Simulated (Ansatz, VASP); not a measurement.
# BiN in two plane-wave programs

Aim: how closely do two programs agree when they are given the same cell, functional and k mesh? The cell is invented: As first built, before any earlier steps moved the atoms (in the runner's words): it takes the GaN structure with some of its atoms replaced by other elements, volume scaled by an estimate. It may not be a known or stable phase. The cell is taken from a series of VASP runs on this material, whose earlier steps may have relaxed, scaled or displaced it; both programs get it as it stands.

Calculated with Ansatz 0.2.0; plane waves, with VASP 6.6.1 beside it; band structure at r2SCAN, band structure at PBE, spin-orbit coupling and band structure at r2SCAN, spin-orbit coupling.

## 1. The structure

It takes space group F-43m (No. 216, cubic). Conventional cell: a = 5.551 Å, b = 5.551 Å, c = 5.551 Å, α = 90.00°, β = 90.00°, γ = 90.00°. Bi has 4 N at 2.40 Å nearest. N has 4 Bi at 2.40 Å nearest. As first built, before any earlier steps moved the atoms (in the runner's words): sites of the GaN structure (space group 216) filled with other elements, volume scaled by an estimate. Farther neighbours and most contacts between anions are not listed.

As a file:

```xyz
2
Lattice="0.0000 2.7753 2.7753 2.7753 0.0000 2.7753 2.7753 2.7753 0.0000" Properties=species:S:1:pos:R:3 pbc="T T T"
Bi    0.0000    0.0000    0.0000
N     1.3876    1.3876    1.3876
```

## 2. VASP: band structure, r2SCAN

With cell and atoms fixed, the geometry can't cause a difference; cores, projectors, grids and the points listed under the comparison can.

Lines of VASP's logs that name or quote its potential files are left out, and so is its time.

The input, INCAR:

```
SYSTEM = BiN
PREC = Accurate
ENCUT = 520
EDIFF = 1E-06
NELM = 100
ISMEAR = 0
SIGMA = 0.02
LREAL = .FALSE.
ALGO = Normal
METAGGA = R2SCAN
LASPH = .TRUE.
NBANDS = 22
LORBIT = 11
LWAVE = .FALSE.
LCHARG = .FALSE.
KPAR = 4
```

The input, POSCAR:

```
BiN
1.0
    0.0000000000      2.7752800738      2.7752800738
    2.7752800738      0.0000000000      2.7752800738
    2.7752800738      2.7752800738      0.0000000000
Bi N
1 1
Direct
    0.0000000000      0.0000000000      0.0000000000
    0.2500000000      0.2500000000      0.2500000000
```

The input, KPOINTS:

```
Automatic mesh
0
Gamma
4 4 4
0 0 0
```

The input, KPOINTS_OPT:

```
Line mode
16
Line-mode
Reciprocal
  0.00000000   0.00000000   0.00000000 GAMMA
  0.50000000   0.00000000   0.50000000 X

  0.50000000   0.00000000   0.50000000 X
  0.50000000   0.25000000   0.75000000 W

  0.50000000   0.25000000   0.75000000 W
  0.37500000   0.37500000   0.75000000 K

  0.37500000   0.37500000   0.75000000 K
  0.00000000   0.00000000   0.00000000 GAMMA

  0.00000000   0.00000000   0.00000000 GAMMA
  0.50000000   0.50000000   0.50000000 L

  0.50000000   0.50000000   0.50000000 L
  0.62500000   0.25000000   0.62500000 U

  0.62500000   0.25000000   0.62500000 U
  0.50000000   0.25000000   0.75000000 W

  0.50000000   0.25000000   0.75000000 W
  0.50000000   0.50000000   0.50000000 L

  0.50000000   0.50000000   0.50000000 L
  0.37500000   0.37500000   0.75000000 K

  0.62500000   0.25000000   0.62500000 U
  0.50000000   0.00000000   0.50000000 X
```

The projector-augmented-wave data sets are Bi_d and N (PBE family, release 64).

Run with:

```
mpirun -np 4 vasp_std
```

Numbers of over 12 decimals in the logs are rounded to 6 here.

The log of the run:

```text
[banner, memory and clock lines left out]
running    4 mpi-ranks, on    1 nodes
 distrk:  each k-point on    1 cores,    4 groups
 distr:  one band on    1 cores,    1 groups

 POSCAR found type information on POSCAR BiN
 POSCAR found :  2 types and       2 ions
|                                                                             |
|               ----> ADVICE to this user running VASP <----                  |
|                                                                             |
|     You enforced a specific xc type in the INCAR file but a different       |
|     [... a line on the potential file left out ...]
|     I HOPE YOU KNOW WHAT YOU ARE DOING!                                     |
|                                                                             |

 LDA part: xc-table for (None), standard interpolation
 POSCAR, INCAR and KPOINTS ok, starting setup
 FFT: planning ... GRIDC
 FFT: planning ... GRID_SOFT
 FFT: planning ... GRID
 WAVECAR not read
 entering main loop
       N       E                     dE             d eps       ncg     rms          rms(c)
DAV:   1     0.127729017961E+03    0.12773E+03   -0.97764E+03   372   0.103E+03
DAV:   2    -0.564134778623E+02   -0.18414E+03   -0.17383E+03   384   0.340E+02
DAV:   3    -0.732703338254E+02   -0.16857E+02   -0.16729E+02   414   0.937E+01
DAV:   4    -0.737439396218E+02   -0.47361E+00   -0.47323E+00   424   0.166E+01
DAV:   5    -0.737629286348E+02   -0.18989E-01   -0.18988E-01   488   0.309E+00    0.823E+00
DAV:   6    -0.660627301464E+02    0.77002E+01   -0.15325E+01   578   0.269E+01    0.442E+00
DAV:   7    -0.659628418417E+02    0.99888E-01   -0.18480E+00   430   0.623E+00    0.166E+00
DAV:   8    -0.659416269200E+02    0.21215E-01   -0.21399E-01   406   0.353E+00    0.708E-01
DAV:   9    -0.659358395254E+02    0.57874E-02   -0.15557E-02   456   0.948E-01    0.246E-01
DAV:  10    -0.659359798052E+02   -0.14028E-03   -0.26087E-03   432   0.533E-01    0.902E-02
DAV:  11    -0.659359182072E+02    0.61598E-04   -0.42694E-04   414   0.188E-01    0.198E-02
DAV:  12    -0.659359437250E+02   -0.25518E-04   -0.54817E-05   418   0.536E-02    0.426E-03
DAV:  13    -0.659359436105E+02    0.11456E-06   -0.26334E-06   442   0.105E-02
   1 F= -.65935944E+02 E0= -.65935415E+02  d E =-.105786E-02
 Start KPOINTS_OPT (optional k-point list driver)
k-point batch [1-8\160]
       N       E                     dE             ncg
DAV:   1     0.244019357674E+03   -0.94583E+03      352
DAV:   2    -0.127741602023E+04   -0.15214E+04      382
DAV:   3    -0.141327097998E+04   -0.13585E+03      394
DAV:   4    -0.141699934138E+04   -0.37284E+01      412
DAV:   5    -0.141713294652E+04   -0.13361E+00      510
DAV:   6    -0.141713446145E+04   -0.15149E-02      448
DAV:   7    -0.141713448852E+04   -0.27064E-04      516
DAV:   8    -0.141713448870E+04   -0.18273E-06      306
[...]
k-point batch [153-160\160]
       N       E                     dE             ncg
DAV:   1     0.204131140716E+02   -0.57715E+04      360
DAV:   2    -0.134898356516E+04   -0.13694E+04      386
DAV:   3    -0.146569394953E+04   -0.11671E+03      434
DAV:   4    -0.146870626841E+04   -0.30123E+01      438
DAV:   5    -0.146883041158E+04   -0.12414E+00      518
DAV:   6    -0.146883197457E+04   -0.15630E-02      468
DAV:   7    -0.146883201110E+04   -0.36529E-04      520
DAV:   8    -0.146883201133E+04   -0.22635E-06      396
```

Parts of OUTCAR (step 2):

```text
ion  position               nearest neighbor table
   1  0.000  0.000  0.000-   2 2.40   2 2.40   2 2.40   2 2.40
   2  0.250  0.250  0.250-   1 2.40   1 2.40   1 2.40   1 2.40

  LATTYP: Found a face centered cubic cell.
 ALAT       =     5.5505601476

 Subroutine GETGRP returns: Found 24 space group operations
 (whereof 24 operations were pure point group operations)

The static configuration has the point symmetry T_d .

 Found      8 irreducible k-points:

   k-points           NKPTS =      8   k-points in BZ     NKDIM =      8   number of bands    NBANDS=     22

   dimension x,y,z NGX =    30 NGY =   30 NGZ =   30
   dimension x,y,z NGXF=    60 NGYF=   60 NGZF=   60

   ENCUT  =  520.0 eV  38.22 Ry    6.18 a.u.   7.30  7.30  7.30*2*pi/ulx,y,z

   NELECT =      20.0000    total number of electrons

 k-points in reciprocal lattice and weights: Automatic mesh
   0.00000000  0.00000000  0.00000000       0.016
   0.25000000  0.00000000  0.00000000       0.125
   0.50000000  0.00000000  0.00000000       0.062
   0.25000000  0.25000000  0.00000000       0.094
   0.50000000  0.25000000  0.00000000       0.375
  -0.25000000  0.25000000  0.00000000       0.188
   0.50000000  0.50000000  0.00000000       0.047
  -0.25000000  0.50000000  0.25000000       0.094

 average (electrostatic) potential at core
       1-111.6017       2 -65.2585

 E-fermi :   6.4959

 k-point     1 :       0.0000    0.0000    0.0000
  band No.  band energies     occupation
    ...
      6     -10.4963      2.00000
      7      -1.3745      2.00000
      8       3.9908      2.00000
      9       3.9908      2.00000
     10       3.9908      2.00000
     11       9.2884      0.00000
     12       9.2884      0.00000
     13       9.2884      0.00000
     14      12.8158      0.00000
     15      17.5859      0.00000
    ...

 k-point     2 :       0.2500    0.0000    0.0000
  band No.  band energies     occupation
    ...
      6      -9.8615      2.00000
      7      -2.7361      2.00000
      8       3.5240      2.00000
      9       3.5240      2.00000
     10       3.6653      2.00000
     11       8.5484      0.00000
     12       9.8144      0.00000
     13       9.8144      0.00000
     14      14.5245      0.00000
     15      16.6561      0.00000
    ...

 k-point     3 :       0.5000    0.0000    0.0000
  band No.  band energies     occupation
    ...
      6      -8.9302      2.00000
      7      -4.3475      2.00000
      8       3.1411      2.00000
      9       3.1412      2.00000
     10       3.1495      2.00000
     11       9.2996      0.00000
     12      10.0559      0.00000
     13      10.0559      0.00000
     14      14.1234      0.00000
     15      17.5156      0.00000
    ...

  Total       -0.5550838     -0.5550838     -0.5550838     -0.0000000      0.0000000     -0.0000000
  in kB      -20.8026500    -20.8026500    -20.8026500     -0.0000000      0.0000000     -0.0000000
  external PRESSURE =     -20.8026500 kB  Pullay stress =       0.0000000 kB

  energy-cutoff  :      520.00
  volume of cell :       42.75
      direct lattice vectors                 reciprocal lattice vectors
     0.000000000  2.775280074  2.775280074    -0.180161997  0.180161997  0.180161997
     2.775280074  0.000000000  2.775280074     0.180161997 -0.180161997  0.180161997
     2.775280074  2.775280074  0.000000000     0.180161997  0.180161997 -0.180161997

 POSITION                                       TOTAL-FORCE (eV/Angst)
 -----------------------------------------------------------------------------------
      0.00000      0.00000      0.00000        -0.000000     -0.000000     -0.000000
      1.38764      1.38764      1.38764         0.000000      0.000000      0.000000
 -----------------------------------------------------------------------------------
    total drift:                               -0.000000     -0.000000     -0.000000

  FREE ENERGIE OF THE ION-ELECTRON SYSTEM (eV)
  ---------------------------------------------------
  free  energy   TOTEN  =       -65.9359436105 eV

  energy  without entropy=      -65.9348857550  energy(sigma->0) =      -65.93541468

 total charge
# of ion       s       p       d       tot
------------------------------------------
    1        1.572   1.063   9.965  12.600
    2        1.332   2.235   0.000   3.567
--------------------------------------------------
tot          2.904   3.298   9.965  16.167

[... 3 further parts left out ...]
```

At this level the cell is under a tension of 2.1 GPa, so at these settings it is away from equilibrium.

## 3. Ansatz: band structure, r2SCAN

Ansatz runs on its default PAW (the set named soft_2) files.

The same cell, functional, mesh and smearing now go to Ansatz, which takes its cutoff from its data sets.

The input, input.yaml:

```yaml
crystal:
  lattice:
    - [0.0, 2.7752800738, 2.7752800738]
    - [2.7752800738, 0.0, 2.7752800738]
    - [2.7752800738, 2.7752800738, 0.0]
  atoms:
    - { symbol: Bi, position: [0.0, 0.0, 0.0] }
    - { symbol: "N", position: [0.25, 0.25, 0.25] }
hamiltonian:
  xc: r2scan
  pseudopotentials: { kind: paw }
kpoints:
  mp_grid: { grid: [4, 4, 4] }
  band_path:
    path:
      - [0.0, 0.0, 0.0]
      - [0.16667, 0.0, 0.16667]
      - [0.33333, 0.0, 0.33333]
      - [0.5, 0.0, 0.5]
      - [0.5, 0.08333, 0.58333]
      - [0.5, 0.18333, 0.68333]
      - [0.5, 0.25, 0.75]
      - [0.45, 0.3, 0.75]
      - [0.40833, 0.34167, 0.75]
      - [0.35, 0.35, 0.7]
      - [0.225, 0.225, 0.45]
      - [0.075, 0.075, 0.15]
      - [0.03333, 0.03333, 0.03333]
      - [0.23333, 0.23333, 0.23333]
      - [0.4, 0.4, 0.4]
      - [0.51667, 0.46667, 0.51667]
      - [0.55833, 0.38333, 0.55833]
      - [0.60833, 0.28333, 0.60833]
      - [0.60833, 0.25, 0.64167]
      - [0.55833, 0.25, 0.69167]
      - [0.51667, 0.25, 0.73333]
      - [0.5, 0.3, 0.7]
      - [0.5, 0.38333, 0.61667]
      - [0.5, 0.48333, 0.51667]
      - [0.475, 0.475, 0.55]
      - [0.425, 0.425, 0.65]
      - [0.38333, 0.38333, 0.73333]
      - [0.59167, 0.18333, 0.59167]
      - [0.55, 0.1, 0.55]
      - [0.5, 0.0, 0.5]
    npoints: 1
scf:
  occupations: { method: gaussian, width: 0.02 }
  n_extra_bands: 7
output:
  forces: true
  stress: true
  eigenvalues: true
```

Run with:

```
ansatz run input.yaml --threads 2 --pin off --max-ram 4608MiB --backend cpu --events-out ev --progress --plain --runs-dir out
```

The log of the run:

```text
scf.n_extra_bands = 7 over 10 filled bands (N_el = 20.0): the run solves 17 bands
Engine: ansatz 0.2.0, aarch64-unknown-linux-gnu
Pseudopotentials: kind: paw
Pseudopotential: Bi, paw, valence charge 15, recommended cutoff 500 eV (meta_gga), Bi.paw.azcp
Pseudopotential: N, paw, valence charge 5, recommended cutoff 500 eV (meta_gga), N.paw.azcp
Functional definition: r2SCAN
  parameter k0 = 0.174
  parameter k1 = 0.065
  parameter a1 = 4.9479
  exchange = r2scan_x(k0 = k0, k1 = k1, a1 = a1)
  correlation = r2scan_c
Crystal: 2 atoms, lattice volume = 42.751 Å³
Basis set: ecut = 500 eV, 1067 PW (Γ), exchange–correlation on 120×120×120 points (64 copies of the dense FFT grid, shifted against one another)
Bands: 17, of which v1, the nominal top of the filled ones, is band 10 counted from 1 (9 counted from 0)
Symmetry: 24 space group operations
Space group: F-43m (ITA 216), of the structure as read, at distance tolerance 3.5e-5 Å
k-points: 8 of 64 (time reversal used)
Non-local potential: Bi, projectors of the file, l = 0: 2, l = 1: 2, l = 2: 2, l = 3: 2
Non-local potential: N, projectors of the file, l = 0: 2, l = 1: 2, l = 2: 1
PAW form: soft (Blöchl's): semilocal exchange-correlation on the pseudo side does not see the compensation charge
PAW frozen core: Bi, regenerated for the run's functional (the file was generated under x = pbe(κ = 0.804, μ = 0.219515), c = pbe(β = 0.066725))
PAW frozen core: N, regenerated for the run's functional (the file was generated under x = pbe(κ = 0.804, μ = 0.219515), c = pbe(β = 0.066725))
PAW one-centre angular grid: Bi, 590 points (default); XC on 160 Gauss nodes
PAW one-centre angular grid: N, 302 points (default); XC on 160 Gauss nodes
Initial density: superposition of atomic densities (neutral atoms: chi_scale 0, normalization atom), corrected by the library's trained network
Initial wavefunctions: pseudopotential atomic-orbital guess
Functional: x = r2scan, c = r2scan; τ floored in thin density (d = 2e-4 eV/Å³)
SCF iter   1: F=—  HF=-12794.104287 eV  |F-HF|=—  |Δ(HF+E_count)|=         —  Δρ=5.25e-3  dr2=5.41e-3  dr2_τ=2.22e-2  ethr=1.77e-3  ⟨swp⟩=5.5  Hψ=742  notcnv=0
preconditioner: auto → LDOS  [insulator: Δε(μ)=0.226 eV  Ē_g=23.136 eV  σ=0.020 eV  W_gap=0.50  n_scr=14 (ndim 8)  ℏωp=25.4 eV  f_vac=0.021  D(μ)=5.29/eV (n_scr^D=64)  ε∞_Penn≈2.2  β→1.0]
SCF iter   2: F=—  HF=-12794.118983 eV  |F-HF|=—  |Δ(HF+E_count)|=   1.47e-2  Δρ=1.61e-3  dr2=9.13e-4  dr2_τ=2.44e-4  ethr=2.71e-5  ⟨swp⟩=3.8  Hψ=342  notcnv=0  defer=21
SCF iter   3: F=—  HF=-12794.118911 eV  |F-HF|=—  |Δ(HF+E_count)|=   7.20e-5  Δρ=5.87e-4  dr2=2.16e-4  dr2_τ=1.90e-6  ethr=4.56e-6  ⟨swp⟩=3.0  Hψ=215  notcnv=0  defer=21
SCF iter   4: F=—  HF=-12794.118908 eV  |F-HF|=—  |Δ(HF+E_count)|=   2.78e-6  Δρ=3.75e-4  dr2=9.88e-5  dr2_τ=7.03e-7  ethr=1.08e-6  ⟨swp⟩=1.0  Hψ=115  notcnv=0  defer=21
SCF iter   5: F=—  HF=-12794.118866 eV  |F-HF|=—  |Δ(HF+E_count)|=   4.15e-5  Δρ=2.18e-4  dr2=2.76e-5  dr2_τ=3.67e-7  ethr=4.94e-7  ⟨swp⟩=2.0  Hψ=195  notcnv=0  defer=21
SCF iter   6: F=—  HF=-12794.118862 eV  |F-HF|=—  |Δ(HF+E_count)|=   4.85e-6  Δρ=2.95e-5  dr2=4.56e-7  dr2_τ=8.83e-9  ethr=1.38e-7  ⟨swp⟩=1.5  Hψ=127  notcnv=0  defer=21
SCF iter   7: F=-12794.118862 eV  HF=-12794.118862 eV  |F-HF|=1.09e-8  |Δ(HF+E_count)|=   2.36e-7  Δρ=7.26e-6  dr2=2.63e-8  dr2_τ=1.24e-9  ethr=5.00e-10  ⟨swp⟩=10.4  Hψ=785  notcnv=0
SCF 1 converged in 7 iterations: F = -12794.118862 eV  dr2 = 2.63e-8
  greatest PAW one-centre occupation: 0.988 electrons in one spin orbital (limit 2), on the Bi atom at site 0 (counted from 0), in its partial waves of l = 2
NSCF: frozen V_eff on 30 k-points
SCF converged after 7 iterations
Free energy (F): -12794.118862 eV
Harris-Foulkes:  -12794.118862 eV  (|F-HF|=1.09e-8)
Internal energy: -12794.117804 eV  (E = F + TS)
E sigma→0 (E₀):  -12794.118333 eV
Entropy (-TS):   -0.001058 eV (-0.529 meV/atom)
Fermi energy:    9.795158 eV
--- Per-component energies (eV) ---
  E_band       = -117.346628
  E_kinetic    = 425.771530
  E_local      = -1728.681193  (includes V_loc(G=0)·N_el)
  E_nonlocal   = 609.609041
  E_hartree    = 556.987326
  E_xc         = -199.566197
  E_vxc        = -239.926754  (∫ρ·V_xc dr)
  E_paw        = -10816.255589  (= ΣΔE_a)
  E_vpaw       = -313.927294  (= ΣTr[D̂ρ^β])
  E_aug_tail   = -0.000263  (compensation charges beyond the density's cutoff)
  E_vtau       = 15.832091  (kinetic-family band-sum trace: ∫τ·v_τ [+ j·A + Jᵃ·Aᵃ] dr)
  E_ewald      = -1642.828442
  E_core_change = 0.845983  (= ΣΔE_core)
  E_smearing   = -0.001058  (= −TS)
  E_closure    = -0.000000  (closes the sum)
  Σ components = -12794.118862   (vs F -12794.118862, Δ=0.00e0)
--- Forces (eV/Å), atoms counted from 1 ---
  atom   1  Bi    -0.00000000     0.00000000    -0.00000000
  atom   2  N      0.00000000    -0.00000000     0.00000000
  max |Σ_I F_I| component: 2.96e-16 eV/Å
--- Stress (GPa, compression-positive) ---
       -2.347684       0.000000      -0.000000
       -0.000000      -2.347684       0.000000
        0.000000       0.000000      -2.347684
  P = ⅓ Tr σ = -2.3477 GPa (-23.477 kbar)
--- Band table (eV; the first three rows and the last of 8) ---
  k-point 0: bands = [... 6 lower, 1.9304, 7.2869, 7.2869, 7.2869, 12.5974, 12.5974, 12.5974, 16.1315, ... 3 higher]
  k-point 1: bands = [... 6 lower, 0.5754, 6.8218, 6.8218, 6.9656, 11.8497, 13.1220, 13.1220, 17.8187, ... 3 higher]
  k-point 2: bands = [... 6 lower, -1.0264, 6.4400, 6.4400, 6.4522, 12.5949, 13.3628, 13.3628, 17.4131, ... 3 higher]
  k-point 7: bands = [... 6 lower, -1.5962, 4.5970, 4.7706, 9.7952, 11.6574, 11.8919, 15.1331, 16.5983, ... 3 higher]
```

Wall time 4.1 s (2 threads of Arm Neoverse N1, shared host); peak memory 0.39 GiB; 7.2 s of CPU time.

Reading the cycles: dr2 is the Hartree energy of the density residual (eV), the measure of convergence; HF is the Harris–Foulkes estimate of the energy, which meets the free energy F at convergence.

## 4. Comparison

Known differences besides the potentials themselves: VASP keeps PBE cores, Ansatz makes them for the functional; the cutoff is 500 eV in Ansatz and 520 eV in VASP. Total energies have different zeros and are not compared.

The two programs side by side:

| quantity | Ansatz | VASP | difference |
| --- | --- | --- | --- |
| pressure (GPa) | -2.35 | -2.08 | -0.27 |

Levels from 3 eV below to 2 eV above the Fermi level differ by 2 meV r.m.s. and 10 meV at most; each VASP level is matched to the nearest of Ansatz, which flatters the figure a little.

## 5. Ansatz: band structure, PBE, spin-orbit coupling

A single point gives forces, pressure and levels at one fixed geometry, so differences don't come from the geometry; what else differs is listed under the comparison.

The cell is taken from a series of VASP runs on this material, whose earlier steps may have relaxed, scaled or displaced it; both programs get it as it stands.

input.yaml, as its differences from that of step 3:

```diff
@@ -9,6 +9,9 @@
 hamiltonian:
-  xc: r2scan
-  pseudopotentials: { kind: paw }
+  xc: pbe
+  pseudopotentials: { kind: paw_fr }
+magnetization:
+  noncollinear: true
+  spin_orbit: true
 kpoints:
-  mp_grid: { grid: [4, 4, 4] }
+  mp_grid: { grid: [5, 5, 5] }
   band_path:
@@ -48,3 +51,3 @@
   occupations: { method: gaussian, width: 0.02 }
-  n_extra_bands: 7
+  n_extra_bands: 14
 output:
```

The log of the run:

```text
[...]
non-collinear run that drives no moment, with spin-orbit: no starting moment large enough to seed its density (crystal.atoms[].spin), no starting occupations that ask for one, no magnetisation constraint and no magnetic field, so the semilocal B_xc is pinned to zero
Crystal: 2 atoms, lattice volume = 42.751 Å³
[...]
k-point 1: bands = [... 16 lower, 7.1910, 7.2158, 7.3435, 7.3435, 10.9849, 10.9849, 12.5909, 12.5909, ... 10 higher]
  k-point 2: bands = [... 16 lower, 6.8215, 6.8355, 6.8741, 6.8741, 11.7628, 11.7628, 12.7826, 12.7826, ... 10 higher]
  k-point 9: bands = [... 16 lower, 5.3160, 5.7486, 9.2882, 9.4550, 10.5521, 11.0037, 12.1475, 12.7619, ... 10 higher]
[key lines of the parts left out:]
SCF converged after 7 iterations
Magnetization: |M| = 0.0000 μB,  M = (+0.0000, +0.0000, +0.0000) μB
Free energy (F): -12820.446901 eV
Fermi energy:    9.454986 eV
P = ⅓ Tr σ = 0.7746 GPa (7.746 kbar)
```

Run time: 8.7 s. Hardware: 2 threads; peak memory 0.38 GiB.

(Part 1 of 2 ends here.)

[Lines on the potential files, build, host, timing and source positions are cut from VASP's logs without a mark.]

[Logs are printed without paths, hosts, clocks, repeated set-up lines and the standing remarks that a program may print on its own settings, such as how far it seeks lower states.]

[Hosts, paths, dates, database ids (printed as entryN), source tags and the programs' standing remarks are cut or masked in the printed files.]
